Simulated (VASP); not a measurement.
```
CELL_PARAMETERS angstrom
      0.00000     3.35527     3.35527
      3.35527     0.00000     3.35527
      3.35527     3.35527     0.00000
ATOMIC_POSITIONS crystal
  Sr 0.00000 0.00000 0.00000
  Te 0.50000 0.50000 0.50000
```

The numbers are results of r2SCAN meta-GGA with spin-orbit coupling, VASP's PBE PAW potentials (set 64) (plane waves; VASP 6.6.1), not measurements. Numerical set-up: 400 eV cut-off, 6×6×6 Γ-centred mesh, Gaussian smearing of 0.050 eV, potentials Sr_sv Te.

Problem. Give the energies of bands 11 to 23 at the high-symmetry points, in eV from the valence-band maximum.

Solution. 
```
band      Γ      X      U      L      W
----  -----  -----  -----  -----  -----
11    -0.82  -2.30  -2.24  -3.07  -2.15
12    -0.82  -2.30  -2.24  -3.07  -2.15
13     0.00  -1.21  -1.85  -1.51  -1.67
14     0.00  -1.21  -1.85  -1.51  -1.67
15     0.00  -0.77  -1.15  -1.13  -1.57
16     0.00  -0.77  -1.15  -1.13  -1.57
17     3.24   1.88   3.00   4.09   4.08
18     3.24   1.88   3.00   4.09   4.08
19     3.46   4.25   5.22   5.42   4.17
20     3.46   4.25   5.22   5.42   4.17
21     3.46   5.06   5.76   5.61   4.77
22     3.46   5.06   5.77   5.61   4.77
23     3.50   6.36   5.86   5.61   6.00
```

The gap is indirect, 1.88 eV, from the valence maximum at Γ to the conduction minimum at X.

The compound is SrTe in the rock salt structure. It was relaxed first.
